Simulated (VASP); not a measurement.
Input for VASP

INCAR:
```
SYSTEM = NaCl
PREC = Accurate; ENCUT = 520; LREAL = .FALSE.
LASPH = .TRUE.
EDIFF = 1E-6; NELM = 100; ALGO = Normal
ISMEAR = 0; SIGMA = 0.05
GGA = RP
IBRION = 2; NSW = 60; ISIF = 3
EDIFFG = -0.01
LWAVE = .FALSE.; LCHARG = .FALSE.
```

### KPOINTS
```
kpoints
0
gamma
7 7 7
0 0 0
```

**POSCAR**
```
NaCl
1
    0.0000000000     2.9188453354     2.9188453354
    2.9188453354    -0.0000000000     2.9188453354
    2.9188453354     2.9188453354    -0.0000000000
Na Cl
1 1
Direct
  0.0000000000   0.0000000000   0.0000000000
  0.5000000000   0.5000000000   0.5000000000
```

POTCAR, in this order: Na_pv Cl (PBE.64 set). Program: vasp_std.

Q: Translate this RPBE calculation to Ansatz.

A: One equivalent input (not run):
Ansatz 0.2 input:
```yaml
crystal:
  lattice:
    - [0.0000000, 2.9188453, 2.9188453]
    - [2.9188453, 0.0000000, 2.9188453]
    - [2.9188453, 2.9188453, 0.0000000]
  atoms:
    - { symbol: Na, position: [0.0000000, 0.0000000, 0.0000000] }
    - { symbol: Cl, position: [0.5000000, 0.5000000, 0.5000000] }
kpoints:
  mp_grid: { grid: [7, 7, 7] }
hamiltonian:
  xc: rpbe
  pseudopotentials: { kind: paw }
scf:
  occupations: { method: gaussian, width: 0.05 }
  max_iter: 100
relax:
  max_steps: 60
  f_tol: 0.01
  cell: {}
output: { forces: true, stress: true, eigenvalues: true }
```
The two are equivalent in intent, not identical: each code has its own PAW files, so the cut-off isn't converted (ENCUT is set for VASP's; basis.ecutwfc is left out, and Ansatz then takes the one that its files recommend); Ansatz stops its SCF on the density residual and VASP on the energy change (EDIFF).

The compound is NaCl in the rock salt structure. It was relaxed first, which changed the volume by +11 %. The start is the result of an earlier pass.
